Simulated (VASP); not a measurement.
Crystal: Au.

```
Au
1.0
     0.00000    2.03500    2.03500
     2.03500    0.00000    2.03500
     2.03500    2.03500    0.00000
Au
1
Direct
  0.00000 0.00000 0.00000
```

| Quantity | Value |
| --- | --- |
| Program | VASP 6.6.1 |
| Task | relaxation of cell and atoms |
| Functional | PBE |
| Potentials or basis | VASP PAW PBE potentials, release 64 (Au) |
| Cutoff | 300 eV |
| k mesh | 8 × 8 × 8 |
| Occupations | methfessel-paxton, width 0.1 eV |
| Spin | no spin polarisation |

At the start: pressure 10.8 GPa; volume 16.85 Å³/atom.

Problem. Where does the relaxation end?

Solution. Over 4 steps the energy falls by 35.5 meV/atom and the volume is 18.00 Å³/atom (+6.8 %); space group Fm-3m (No. 225, to 0.05 Å).

Step by step:
| step | energy change (eV) | largest force (eV/Å) | pressure (GPa) | volume (Å³) |
| --- | --- | --- | --- | --- |
| 1 | 0.0000 | 0.0000 | 10.82 | 16.85 |
| 2 | 0.0255 | 0.0000 | -9.74 | 19.79 |
| 3 | -0.0355 | 0.0000 | -0.21 | 18.02 |
| 4 | -0.0355 | 0.0000 | -0.04 | 18.00 |

Final structure:
```xyz
1
Lattice="0.0000 2.0799 2.0799 2.0799 0.0000 2.0799 2.0799 2.0799 0.0000" Properties=species:S:1:pos:R:3 pbc="T T T"
Au    0.0000    0.0000    0.0000
```
